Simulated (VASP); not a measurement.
Given:

```yaml
crystal:
  lattice:
    - [0.00000, 2.44060, 2.44060]
    - [2.44060, 0.00000, 2.44060]
    - [2.44060, 2.44060, 0.00000]
  atoms:
    - { symbol: Y, position: [0.00000, 0.00000, 0.00000] }
    - { symbol: N, position: [0.50000, 0.50000, 0.50000] }
```

All values below come from rev-vdW-DF2, VASP's PBE PAW potentials (set 64) (plane waves; VASP 6.6.1). Run with 520 eV cut-off, Gaussian smearing of 0.050 eV, potentials Y_sv N.

Q: Estimate the band gap (along the path) with the smallest direct gap where there is one.

A: 
band gap (along the path): 0.17 eV
smallest direct gap (along the path): 0.55 eV

The absolute energy has meaning only against runs of the same code, potentials and settings.

The compound is YN in the rock salt structure. It was relaxed first.
